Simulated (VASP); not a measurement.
# InAg3 with r2SCAN: from relaxation to properties

What structure does InAg3 take at this level, and what are its properties? The steps: relaxing cell and atoms (r2SCAN), second relaxation, single point with fields (r2SCAN), bands along the symmetry lines (r2SCAN), density of states (r2SCAN), volume scan with r2SCAN, fit for r2SCAN and electric field gradients (r2SCAN). The start is a cell from a database of measured crystal structures.

Calculated with VASP 6.6.1; r2SCAN; plane waves and PAW (In_d, Ag).

**1. The structure**

Before any relaxation, the start is as follows. Symmetry: Pm-3m, No. 221, cubic system. Conventional cell: a = 4.144 Å, b = 4.144 Å, c = 4.144 Å, α = 90.00°, β = 90.00°, γ = 90.00°. Nearest to In lie 12 Ag at 2.93 Å. Nearest to Ag lie 4 In at 2.93 Å and 8 Ag at 2.93 Å. Farther neighbours are not listed.

As a file:

```xyz
4
Lattice="4.1440 0.0000 0.0000 0.0000 4.1440 0.0000 0.0000 0.0000 4.1440" Properties=species:S:1:pos:R:3 pbc="T T T"
In    0.0000    0.0000    0.0000
Ag    0.0000    2.0720    2.0720
Ag    2.0720    0.0000    2.0720
Ag    2.0720    2.0720    0.0000
```

**2. Relaxing cell and atoms (r2SCAN)**

The start need not lie at this functional's minimum. ISIF = 3 frees volume, shape and positions, and EDIFFG sets the threshold on forces and stress at which the search stops. r2SCAN adds the kinetic-energy density, costs more than a GGA and is run with LASPH.

INCAR

```
SYSTEM = InAg3
PREC = Accurate
ENCUT = 400
EDIFF = 1E-06
NELM = 100
ISMEAR = 1
SIGMA = 0.2
LREAL = .FALSE.
ALGO = Normal
METAGGA = R2SCAN
LASPH = .TRUE.
NBANDS = 29
LORBIT = 11
LWAVE = .FALSE.
LCHARG = .FALSE.
KPAR = 4
IBRION = 2
NSW = 60
ISIF = 3
EDIFFG = -0.01
```

POSCAR

```
InAg3
1.0
    4.1440000000      0.0000000000      0.0000000000
    0.0000000000      4.1440000000      0.0000000000
    0.0000000000      0.0000000000      4.1440000000
In Ag
1 3
Direct
    0.0000000000      0.0000000000      0.0000000000
    0.0000000000      0.5000000000      0.5000000000
    0.5000000000      0.0000000000      0.5000000000
    0.5000000000      0.5000000000      0.0000000000
```

KPOINTS

```
Automatic mesh
0
Gamma
7 7 7
0 0 0
```

The projector-augmented-wave data sets are In_d and Ag (PBE family, release 64).

Started as:

```console
$ mpirun -np 4 vasp_std
```

Output:

```text
[banner, memory and clock lines left out]
running    4 mpi-ranks, on    1 nodes
 distrk:  each k-point on    1 cores,    4 groups
 distr:  one band on    1 cores,    1 groups

 POSCAR found type information on POSCAR InAg
 POSCAR found :  2 types and       4 ions
|                                                                             |
|               ----> ADVICE to this user running VASP <----                  |
|                                                                             |
|     You enforced a specific xc type in the INCAR file but a different       |
|     [... a line on the potential file left out ...]
|     I HOPE YOU KNOW WHAT YOU ARE DOING!                                     |
|                                                                             |

 LDA part: xc-table for (None), standard interpolation
 POSCAR, INCAR and KPOINTS ok, starting setup
 FFT: planning ... GRIDC
 FFT: planning ... GRID_SOFT
 FFT: planning ... GRID
 WAVECAR not read
 entering main loop
       N       E                     dE             d eps       ncg     rms          rms(c)
DAV:   1     0.284607715167E+03    0.28461E+03   -0.19716E+04  1168   0.164E+03
DAV:   2    -0.757234101199E+02   -0.36033E+03   -0.34244E+03  1226   0.418E+02
DAV:   3    -0.993472839366E+02   -0.23624E+02   -0.23022E+02  1275   0.116E+02
DAV:   4    -0.999403897972E+02   -0.59311E+00   -0.59246E+00  1379   0.168E+01
DAV:   5    -0.999661731145E+02   -0.25783E-01   -0.25782E-01  1660   0.363E+00    0.122E+01
DAV:   6    -0.869270279388E+02    0.13039E+02   -0.17242E+01  1215   0.406E+01    0.903E+00
DAV:   7    -0.868224136523E+02    0.10461E+00   -0.52967E-01  1220   0.675E+00    0.503E+00
DAV:   8    -0.868344783159E+02   -0.12065E-01   -0.18860E-01  1313   0.350E+00    0.897E-01
DAV:   9    -0.868257091491E+02    0.87692E-02   -0.39026E-02  1313   0.185E+00    0.111E-01
DAV:  10    -0.868264575106E+02   -0.74836E-03   -0.23554E-03  1434   0.284E-01    0.209E-01
DAV:  11    -0.868264479788E+02    0.95318E-05   -0.13178E-04  1694   0.658E-02    0.254E-01
DAV:  12    -0.868265683193E+02   -0.12034E-03   -0.19530E-04  1462   0.148E-01    0.145E-01
DAV:  13    -0.868265869673E+02   -0.18648E-04   -0.45953E-05  1270   0.528E-02    0.795E-02
DAV:  14    -0.868265848560E+02    0.21114E-05   -0.12908E-05  1310   0.265E-02    0.361E-02
DAV:  15    -0.868265835016E+02    0.13543E-05   -0.10999E-06   745   0.109E-02    0.258E-02
DAV:  16    -0.868265820329E+02    0.14687E-05   -0.12041E-06   745   0.113E-02    0.633E-03
DAV:  17    -0.868265819562E+02    0.76647E-07   -0.78647E-08   675   0.295E-03
   1 F= -.86826582E+02 E0= -.86826746E+02  d E =-.868266E+02
 curvature:   0.00 expect dE= 0.000E+00 dE for cont linesearch  0.000E+00
 trial: gam= 0.00000 g(F)=  0.000E+00 g(S)=  0.599E-01 ort = 0.000E+00 (trialstep = 0.100E+01)
 search vector abs. value=  0.599E-01
 bond charge predicted
       N       E                     dE             d eps       ncg     rms          rms(c)
DAV:   1    -0.881078210464E+02   -0.12812E+01   -0.23962E+01  1270   0.559E+01    0.791E+00
DAV:   2    -0.868864520480E+02    0.12214E+01   -0.32993E+00  1295   0.190E+01    0.263E+00
DAV:   3    -0.868501201856E+02    0.36332E-01   -0.14989E-01  1468   0.403E+00    0.180E+00
DAV:   4    -0.868363315671E+02    0.13789E-01   -0.32311E-02  1619   0.219E+00    0.497E-01
DAV:   5    -0.868359842119E+02    0.34736E-03   -0.40114E-03  1483   0.793E-01    0.165E-01
DAV:   6    -0.868359363961E+02    0.47816E-04   -0.36088E-04  1507   0.203E-01    0.854E-02
DAV:   7    -0.868359372828E+02   -0.88673E-06   -0.49633E-05  1545   0.776E-02    0.493E-02
DAV:   8    -0.868359477702E+02   -0.10487E-04   -0.28097E-05  1513   0.587E-02    0.695E-03
DAV:   9    -0.868359467267E+02    0.10435E-05   -0.83269E-07   839   0.786E-03    0.528E-03
DAV:  10    -0.868359471893E+02   -0.46258E-06   -0.66445E-07   761   0.613E-03
   2 F= -.86835947E+02 E0= -.86835642E+02  d E =-.936523E-02
 trial-energy change:   -0.009365  1 .order   -0.011056   -0.059852    0.037739
 step:   0.5881(harm=  0.6133)  dis= 0.00000  next Energy=   -86.843837 (dE=-0.173E-01)
 bond charge predicted
       N       E                     dE             d eps       ncg     rms          rms(c)
DAV:   1    -0.870654740699E+02   -0.22953E+00   -0.39503E+00  1280   0.216E+01    0.323E+00
DAV:   2    -0.868508030673E+02    0.21467E+00   -0.64841E-01  1275   0.833E+00    0.934E-01
DAV:   3    -0.868457813009E+02    0.50218E-02   -0.22026E-02  1482   0.163E+00    0.615E-01
DAV:   4    -0.868438384334E+02    0.19429E-02   -0.37274E-03  1629   0.736E-01    0.299E-01
DAV:   5    -0.868437624760E+02    0.75957E-04   -0.40716E-04  1270   0.155E-01    0.499E-02
DAV:   6    -0.868437666663E+02   -0.41903E-05   -0.24036E-05  1571   0.505E-02    0.351E-02
DAV:   7    -0.868437627152E+02    0.39511E-05   -0.49576E-06  1300   0.245E-02    0.180E-02
DAV:   8    -0.868437638816E+02   -0.11664E-05   -0.32614E-06  1226   0.125E-02    0.165E-03
DAV:   9    -0.868437641362E+02   -0.25458E-06   -0.12101E-07   660   0.285E-03
   3 F= -.86843764E+02 E0= -.86843729E+02  d E =-.171822E-01
 curvature:  -0.31 expect dE=-0.458E-09 dE for cont linesearch -0.458E-09
 trial: gam= 0.00000 g(F)=  0.477E-63 g(S)=  0.150E-08 ort =-0.947E-05 (trialstep = 0.918E+00)
 search vector abs. value=  0.160E-08
 reached required accuracy - stopping structural energy minimisation
```

Wall time 58 s (4 MPI ranks of Intel Xeon 6975P-C (Granite Rapids), shared host); peak memory 0.68 GiB; 3.6 min of CPU time.

Lines that name or quote the potential files are left out of all logs, and their timing lines are given in words.

From OUTCAR (step 2):

```text
ion  position               nearest neighbor table
   1  0.000  0.000  0.000-   2 2.93   3 2.93   4 2.93   2 2.93   3 2.93   2 2.93   4 2.93   2 2.93
                             3 2.93   4 2.93   3 2.93   4 2.93
   2  0.000  0.500  0.500-   1 2.93   3 2.93   4 2.93   1 2.93   4 2.93   1 2.93   3 2.93   1 2.93
                             3 2.93   4 2.93   4 2.93   3 2.93
   3  0.500  0.000  0.500-   1 2.93   2 2.93   4 2.93   1 2.93   4 2.93   2 2.93   4 2.93   4 2.93
                             1 2.93   2 2.93   1 2.93   2 2.93
   4  0.500  0.500  0.000-   1 2.93   2 2.93   3 2.93   2 2.93   3 2.93   1 2.93   3 2.93   3 2.93
                             1 2.93   2 2.93   2 2.93   1 2.93

  LATTYP: Found a simple cubic cell.
 ALAT       =     4.1440000000

 Subroutine GETGRP returns: Found 48 space group operations
 (whereof 48 operations were pure point group operations)

The static configuration has the point symmetry O_h .

 Found     20 irreducible k-points:

   k-points           NKPTS =     20   k-points in BZ     NKDIM =     20   number of bands    NBANDS=     29

   dimension x,y,z NGX =    28 NGY =   28 NGZ =   28
   dimension x,y,z NGXF=    56 NGYF=   56 NGZF=   56

   ENCUT  =  400.0 eV  29.40 Ry    5.42 a.u.   6.76  6.76  6.76*2*pi/ulx,y,z

   NELECT =      46.0000    total number of electrons

 k-points in reciprocal lattice and weights: Automatic mesh
   0.00000000  0.00000000  0.00000000       0.003
   0.14285714  0.00000000  0.00000000       0.017
   0.28571429  0.00000000  0.00000000       0.017
   0.42857143  0.00000000  0.00000000       0.017
   0.14285714  0.14285714  0.00000000       0.035
   0.28571429  0.14285714  0.00000000       0.070
   0.42857143  0.14285714  0.00000000       0.070
   0.28571429  0.28571429  0.00000000       0.035
   0.42857143  0.28571429  0.00000000       0.070
[...]
0.42857143  0.42857143  0.28571429       0.070
   0.42857143  0.42857143  0.42857143       0.023

 average (electrostatic) potential at core
       1 -98.1346       2 -75.6553       3 -75.6553       4 -75.6553

 E-fermi :   8.9288

 k-point     1 :       0.0000    0.0000    0.0000
  band No.  band energies     occupation
    ...
     20       5.3799      2.00000
     21       5.3799      2.00000
     22       8.7494      2.02177
     23       8.7494      2.02177
     24       8.7494      2.02177
     25      12.0943     -0.00000
     26      13.7899      0.00000
     27      13.7899      0.00000
     28      17.4486      0.00000
     29      17.4486      0.00000

 k-point     2 :       0.1429    0.0000    0.0000
  band No.  band energies     occupation
    ...
     18       5.0115      2.00000
     19       5.1467      2.00000
     20       5.1467      2.00000
     21       5.3802      2.00000
     22       7.5426      2.00000
     23       9.2253     -0.05684
     24       9.2253     -0.05684
     25      12.4952     -0.00000
     26      13.8558      0.00000
     27      14.9163      0.00000
    ...

 k-point     3 :       0.2857    0.0000    0.0000
  band No.  band energies     occupation
    ...
     18       4.6919      2.00000
     19       4.7033      2.00000
     20       4.8354      2.00000
     21       5.3806      2.00000
     22       5.7661      2.00000
     23      10.3733     -0.00000
     24      10.3733     -0.00000
     25      12.5963     -0.00000
     26      14.0787      0.00000
     27      15.5748      0.00000
    ...

  Total       -0.0002036     -0.0002036     -0.0002036     -0.0000000      0.0000000     -0.0000000
  in kB       -0.0044602     -0.0044602     -0.0044602     -0.0000000      0.0000000     -0.0000000
  external PRESSURE =      -0.0044602 kB  Pullay stress =       0.0000000 kB

  energy-cutoff  :      400.00
  volume of cell :       73.13
      direct lattice vectors                 reciprocal lattice vectors
     4.181804089 -0.000000000 -0.000000000     0.239131241  0.000000000 -0.000000000
    -0.000000000  4.181804089 -0.000000000     0.000000000  0.239131241  0.000000000
     0.000000000 -0.000000000  4.181804089     0.000000000  0.000000000  0.239131241

 POSITION                                       TOTAL-FORCE (eV/Angst)
 -----------------------------------------------------------------------------------
      0.00000      0.00000      0.00000         0.000000      0.000000      0.000000
      0.00000      2.09090      2.09090        -0.000000     -0.000000      0.000000
      2.09090     -0.00000      2.09090         0.000000     -0.000000      0.000000
      2.09090      2.09090     -0.00000         0.000000      0.000000      0.000000
 -----------------------------------------------------------------------------------
    total drift:                                0.000000      0.000000      0.000000

  FREE ENERGIE OF THE ION-ELECTRON SYSTEM (eV)
  ---------------------------------------------------
  free  energy   TOTEN  =       -86.8437641362 eV

  energy  without entropy=      -86.8436595398  energy(sigma->0) =      -86.84372927

 reached required accuracy - stopping structural energy minimisation

 total charge
# of ion       s       p       d       tot
------------------------------------------
    1        0.859   0.723   9.869  11.451
    2        0.429   0.320   9.160   9.909
    3        0.429   0.320   9.160   9.909
    4        0.429   0.320   9.160   9.909
--------------------------------------------------
tot          2.147   1.683  37.349  41.179

[... 3 further parts left out ...]
```

CONTCAR:

```
InAg3
   1.00000000000000
     4.1818040888867891   -0.0000000000000000   -0.0000000000000000
    -0.0000000000000000    4.1818040888867891   -0.0000000000000000
     0.0000000000000000   -0.0000000000000000    4.1818040888867891
  In              Ag
     1     3
Direct
     0.0000000000000000    0.0000000000000000    0.0000000000000000
     0.0000000000000000    0.5000000000000000    0.5000000000000000
     0.5000000000000000    0.0000000000000000    0.5000000000000000
     0.5000000000000000    0.5000000000000000    0.0000000000000000
```

The k-mesh is coarse for a metal. The PAW data sets were made with PBE, which is usual practice but a small mismatch for other functionals. The run keeps the 48 symmetry operations of its start, so it cannot find a distortion of lower symmetry.

Step by step:

| step | energy less that of the first step (eV) | largest force (eV/Å) | pressure (GPa) | volume (Å³) |
| --- | --- | --- | --- | --- |
| 1 | 0.0000 | 0.0000 | 2.90 | 71.16 |
| 2 | -0.0094 | 0.0000 | -1.74 | 74.53 |
| 3 | -0.0172 | 0.0000 | 0.00 | 73.13 |

| conventional cell, symmetrised | before | after | change |
| --- | --- | --- | --- |
| a (Å) | 4.144 | 4.182 | +0.9 % |
| b (Å) | 4.144 | 4.182 | +0.9 % |
| c (Å) | 4.144 | 4.182 | +0.9 % |
| volume (Å³/atom) | 17.79 | 18.28 | +2.8 % |

Final coordinates:

```xyz
4
Lattice="4.1818 0.0000 0.0000 0.0000 4.1818 0.0000 0.0000 0.0000 4.1818" Properties=species:S:1:pos:R:3 pbc="T T T"
In    0.0000    0.0000    0.0000
Ag    0.0000    2.0909    2.0909
Ag    2.0909    0.0000    2.0909
Ag    2.0909    2.0909    0.0000
```

Numbers from this step:

```yaml
electrons: 46
bands: 29
irreducible_k_points: 20
symmetry_operations: 48
free_energy_toten: -86.8438 eV
fermi_energy: 8.929 eV
pressure: -4.46e-4 GPa
metallic: yes
scf_cycles_over_all_ionic_steps: 36
```

It ends with forces that vanish by symmetry and a pressure of 0.00 GPa. The volume lies +2.8 % from that of the database's start.

(Continued in part 2 of 5.)

[Lines on the potential files, build, host, timing and source positions are cut from VASP's logs without a mark.]

[Logs are printed without paths, hosts, clocks, repeated set-up lines and the standing remarks that a program may print on its own settings, such as how far it seeks lower states.]

[Hosts, paths, dates, database ids (printed as entryN), source tags and the programs' standing remarks are cut or masked in the printed files.]

[A measured line is paired with the nearest computed mode of its activity, which favours agreement.]
